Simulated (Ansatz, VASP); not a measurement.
## Cross-check of NiSb (Breithauptite) between VASP and Ansatz

Aim: how closely do two programs agree when they are given the same cell, functional and k mesh? The cell is taken from a series of VASP runs on this material, whose earlier steps may have relaxed, scaled or displaced it; both programs get it as it stands.

Main program and level: Ansatz 0.2.0; plane waves, with VASP 6.6.1 beside it; zone-centre phonons at PBE, DFT+U.

## 1. Set-up

It takes space group P6_3/mmc (No. 194, hexagonal). The conventional cell has a = 3.897 Å, b = 3.897 Å, c = 5.121 Å, α = 90.00°, β = 90.00°, γ = 120.00°. Nearest to Sb lie 6 Ni at 2.59 Å. Nearest to Ni lie 2 Ni at 2.56 Å and 6 Sb at 2.59 Å. Farther neighbours are not listed.

## 2. Ansatz: zone-centre phonons, PBE, DFT+U

Ansatz runs on its default PAW (the set named soft_2) files.

Second derivatives magnify differences that forces hide, and they need a tight electronic threshold.

input.yaml

```yaml
crystal:
  lattice:
    - [3.8967648975, 0.0, 0.0]
    - [-1.9483824488, 3.3746973939, 0.0]
    - [0.0, 0.0, 5.1211691527]
  atoms:
    - { symbol: Sb, position: [0.6666666667, 0.3333333333, 0.75] }
    - { symbol: Sb, position: [0.3333333333, 0.6666666667, 0.25] }
    - { symbol: Ni, position: [0.0, 0.0, 0.5], spin: 1.0 }
    - { symbol: Ni, position: [0.0, 0.0, 0.0], spin: 1.0 }
hamiltonian:
  xc: pbe
  pseudopotentials: { kind: paw }
  hubbard: { sites: [{ species: Ni, l: d, u_eff: 5.3 }] }
magnetization:
  spin_polarized: true
kpoints:
  mp_grid: { grid: [8, 8, 5] }
scf:
  occupations: { method: gaussian, width: 0.05 }
phonons:
  method: dfpt
  qpoints: [[0, 0, 0]]
```

Command:

```
ansatz run input.yaml --threads 4 --pin off --max-ram 9216MiB --backend cpu --events-out ev --progress --plain --runs-dir out
```

Numbers of over 12 decimals in the logs are rounded to 6 here.

Log:

```text
Sb: projections on atomic orbitals take those of the free atom [Kr] 4d10 5s2 5p3, of charge +0.00 (hamiltonian.pseudopotentials.projection_atoms); the dataset's partial waves leave at most 3.6e-6 of an orbital's norm unspanned inside its sphere
Ni: projections on atomic orbitals take those of the free atom [Ne] 3s2 3p6 3d8 4s2, of charge +0.00 (hamiltonian.pseudopotentials.projection_atoms); the dataset's partial waves leave at most 1.6e-6 of an orbital's norm unspanned inside its sphere
Engine: ansatz 0.2.0, aarch64-unknown-linux-gnu
Pseudopotentials: kind: paw
Pseudopotential: Sb, paw, valence charge 15, recommended cutoff 420 eV (normal), Sb.paw.azcp
Pseudopotential: Ni, paw, valence charge 18, recommended cutoff 420 eV (normal), Ni.paw.azcp
Functional definition: PBE
  parameter kappa = 0.804
  parameter beta = 0.066725
  exchange = pbe_x(kappa = kappa, mu = beta*pi^2/3)
  correlation = pbe_c(beta = beta)
Crystal: 4 atoms, lattice volume = 67.345 Å³
Basis set: ecut = 420 eV, 1325 PW (Γ), exchange–correlation on 54×54×72 points (8 copies of the dense FFT grid, shifted against one another)
Bands: 41, of which v1, the nominal top of the filled ones, is band 33 counted from 1 (32 counted from 0)
Symmetry: 24 space group operations
Space group: P63/mmc (ITA 194), of the structure as read, at distance tolerance 4.1e-5 Å
Magnetic group: BNS 194.263 (UNI 1493), of the structure as read, at distance tolerance 4.1e-5 Å
k-points: 30 of 320
Non-local potential: Sb, projectors of the file, l = 0: 2, l = 1: 2, l = 2: 2, l = 3: 2
Non-local potential: Ni, projectors of the file, l = 0: 3, l = 1: 2, l = 2: 3, l = 3: 1
PAW form: soft (Blöchl's): semilocal exchange-correlation on the pseudo side does not see the compensation charge
PAW one-centre angular grid: Sb, 590 points (default); XC on 64 Gauss nodes
PAW one-centre angular grid: Ni, 590 points (default); XC on 64 Gauss nodes
Initial density: superposition of atomic densities (chi_scale 0.1, normalization cell)
Starting moments: Σ|m| = 2 μB on 2 of 4 sites
Initial wavefunctions: pseudopotential atomic-orbital guess
Functional: x = pbe(κ = 0.804, μ = 0.219515), c = pbe(β = 0.066725)
SCF 1 converged in 18 iterations: F = -24644.888035 eV  dr2 = 9.38e-11
  greatest PAW one-centre occupation: 1.002 electrons in one spin orbital (limit 2), on the Ni atom at site 3 (counted from 0), in its partial waves of l = 1
Bands: 40, of which v1, the nominal top of the filled ones, is band 33 counted from 1 (32 counted from 0)
k-points: 93 of 320 (irreducible under 2 space group operations, time reversal used)
Initial density: read from a saved state, or passed on in memory by an earlier SCF of this step, an earlier step, the calling program or the single point that the run made first
Stability of the state it starts from, as read at its close in the collinear treatment: not read negative (Ritz values of 1 − χ₀K, real part plus size of imaginary part, from 0.32 to 0.38, by its mixing steps under the symmetry group of the SCF that read it); its run was given moments
iter 1 solved again at ethr=7.13e-8 eV; its pass at ethr=3.10e-3 eV (dr2=4.71e-5 eV) is discarded
SCF iter   1: F=—  HF=-24644.888035 eV  |F-HF|=—  |Δ(HF+E_count)|=         —  Δρ=2.79e-7 (↑2.79e-7 ↓2.79e-7)  dr2=3.23e-10  dr2_m=0.00e0  M=0.000 μB ∫|m|=0.000 μB  β_m=0.30  ethr=7.13e-8  ⟨swp⟩=3.4  Hψ=25633  notcnv=0
eigensolver tolerance schedule: the retry pair's looser diagonalisation over-reported the residual by 145905.00 of it (diagonalisation noise at an unbounded share of the residual, at the tolerance the schedule requests for it); recorded, not acted on — ethr = c·dr2/N_el stays at c = 1.0e-1
preconditioner: auto → Kerker (q_TF=auto, 2.719 Å⁻¹)  [metal: Δε(μ)=0.030 eV  Ē_g=18.734 eV  σ=0.050 eV  W_gap=0.32  n_scr=22 (ndim 8)  ℏωp=32.0 eV  f_vac=0.004  D(μ)=2.08/eV (n_scr^D=20)]
spin=Collinear: Kerker preconditioning applied to the charge; magnetization (m = ρ↑ − ρ↓) channel mixes plain (no charge-response kernel on spin).
SCF iter   2: F=—  HF=-24644.888035 eV  |F-HF|=—  |Δ(HF+E_count)|=   5.70e-8  Δρ=1.25e-7 (↑1.25e-7 ↓1.25e-7)  dr2=6.19e-11  dr2_m=0.00e0  M=0.000 μB ∫|m|=0.000 μB  β_m=0.30  ethr=1.00e-12  ⟨swp⟩=3.5  Hψ=10130  notcnv=0
SCF iter   3: F=—  HF=-24644.888035 eV  |F-HF|=—  |Δ(HF+E_count)|=  7.28e-12  Δρ=1.03e-7 (↑1.03e-7 ↓1.03e-7)  dr2=4.47e-11  dr2_m=0.00e0  M=0.000 μB ∫|m|=0.000 μB  β_m=0.65  ethr=1.00e-12  ⟨swp⟩=1.0  Hψ=3720  notcnv=0
SCF iter   4: F=—  HF=-24644.888035 eV  |F-HF|=—  |Δ(HF+E_count)|=    0.00e0  Δρ=9.65e-8 (↑9.65e-8 ↓9.65e-8)  dr2=2.54e-11  dr2_m=0.00e0  M=0.000 μB ∫|m|=0.000 μB  β_m=0.77  ethr=1.00e-12  ⟨swp⟩=1.0  Hψ=3720  notcnv=0
SCF iter   5: F=-24644.888035 eV  HF=-24644.888035 eV  |F-HF|=0.00e0  |Δ(HF+E_count)|=  7.28e-12  Δρ=2.69e-8 (↑2.69e-8 ↓2.69e-8)  dr2=1.12e-12  dr2_m=0.00e0  M=0.000 μB ∫|m|=0.000 μB  ethr=1.00e-12  ⟨swp⟩=4.0  Hψ=15764  notcnv=0
SCF 2 converged in 5 iterations: F = -24644.888035 eV  dr2 = 1.12e-12
  greatest PAW one-centre occupation: 1.002 electrons in one spin orbital (limit 2), on the Ni atom at site 2 (counted from 0), in its partial waves of l = 1
DFPT response loops at Γ: preconditioner auto → Kerker (q_TF=auto, 2.719 Å⁻¹) (partly filled bands, converged f_vac=0.004); β = 1.00, the filter's whole step (`scf.mixing.beta` (0.30) is not read by the response loops under this deck's `scf.mixing.preconditioner`; to damp them name `kerker` or `kerker_dos`, under which they read `scf.mixing.beta`, and type it under 1.00, their step now; both keys bind the ground state too); Broyden in place of MSR1
SCF converged after 5 iterations
Magnetization: 0.0000 μB (33.0000 up, 33.0000 down)
Absolute magnetization: 0.0000 μB (∫|ρ↑−ρ↓|)
Spin contamination: 0.0000 ħ² per cell (⟨S²⟩ above its minimum at these occupations)
Per-site moments (μB) at R_I (Å): [(0.0, 1.067789), (0.0, 1.067789), (0.0, 1.056241), (0.0, 1.056241)]
Free energy (F): -24644.888035 eV
Harris-Foulkes:  -24644.888035 eV  (|F-HF|=0.00e0)
Internal energy: -24644.885429 eV  (E = F + TS)
E sigma→0 (E₀):  -24644.886732 eV
Entropy (-TS):   -0.002606 eV (-0.651 meV/atom)
Fermi energy:    15.323614 eV
--- Per-component energies (eV) ---
  E_band       = -848.684129
  E_kinetic    = 995.053219
  E_local      = -11048.693213  (includes V_loc(G=0)·N_el)
  E_nonlocal   = 2022.215124
  E_hartree    = 4860.339600
  E_xc         = -448.403463
  E_vxc        = -414.109267  (∫ρ·V_xc dr)
  E_hubbard    = 4.193866  (on-site DFT+U / exact-exchange correction)
  E_vhub       = -39.830602  (the Hubbard potential's part of the band-sum identity)
  E_paw        = -12434.934118  (= ΣΔE_a)
  E_vpaw       = -2083.999541  (= ΣTr[D̂ρ^β])
  E_aug_tail   = 0.000997  (compensation charges beyond the density's cutoff)
  E_ewald      = -8594.657442
  E_smearing   = -0.002606  (= −TS)
  E_closure    = -0.000000  (closes the sum)
  Σ components = -24644.888035   (vs F -24644.888035, Δ=0.00e0)
--- Band table (eV; the first three rows and the last of 186) ---
  k-point 0 ↑: bands = [... 29 lower, 13.3210, 14.6896, 16.2727, 16.2727, 18.0227, 18.0227, 18.8089, 19.5807, ... 3 higher]
  k-point 1 ↑: bands = [... 29 lower, 13.0218, 14.6031, 16.6530, 16.6530, 18.0066, 18.0066, 18.5448, 19.2034, ... 3 higher]
  k-point 2 ↑: bands = [... 29 lower, 12.4767, 14.9913, 16.6237, 17.3709, 17.3709, 17.8609, 17.8609, 20.2781, ... 3 higher]
  k-point 92 ↓: bands = [... 29 lower, 12.6024, 13.1805, 13.4786, 13.8083, 14.2428, 18.1446, 19.6280, 22.2021, ... 3 higher]
Occupation matrices written to <dir>
--- Phonons (Γ-DFPT): 4 representative perturbations + reference, on 93 of 320 k-points (Σ response iterations 35) ---
  k mesh reduced under 2 symmetry operations, with k and −k counted as one. Each operation leaves every solved perturbation unchanged. A smaller set is not considered because the run has a Hubbard term
  ASR residual: 1.710e-4 → 0.000e0 eV/Å²; symmetrization residual: 2.867e-5 eV/Å²
  ASR residual per site (eV/Å²): 1.71e-4 1.71e-4 4.30e-5 4.30e-5
  Γ frequencies (cm⁻¹): 0.00 0.00 0.00 121.78 121.78 142.86 142.86 143.07 171.47 220.47 220.47 268.05
  non-analytic LO–TO correction: not included (Born effective charges unavailable; polar crystals: no LO–TO splitting at Γ)
--- Phonons (arbitrary-q DFPT): 1 explicit q-point ---
  q = [0, 0, 0] (of the zone-centre solve; hermiticity 5.79e-6, symmetrization 7.29e-7): -0.00 -0.00 0.00 121.78 121.78 142.86 142.86 143.07 171.47 220.47 220.47 268.05
  sum rule: each row above includes the acoustic sum rule's correction from the zone centre's row sums; it moved no ω² by more than (0.62 cm⁻¹)²
```

Run time: 2.7 min. Hardware: 4 threads of Arm Neoverse V1, shared host; peak memory 1.6 GiB.

Reading the cycles: dr2 is the Hartree energy of the density residual (eV), the measure of convergence; HF is the Harris–Foulkes estimate of the energy, which meets the free energy F at convergence.

[end of part 1 of 2]

[Lines on the potential files, build, host, timing and source positions are cut from VASP's logs without a mark.]

[Logs are printed without paths, hosts, clocks, repeated set-up lines and the standing remarks that a program may print on its own settings, such as how far it seeks lower states.]

[Hosts, paths, dates, database ids (printed as entryN), source tags and the programs' standing remarks are cut or masked in the printed files.]
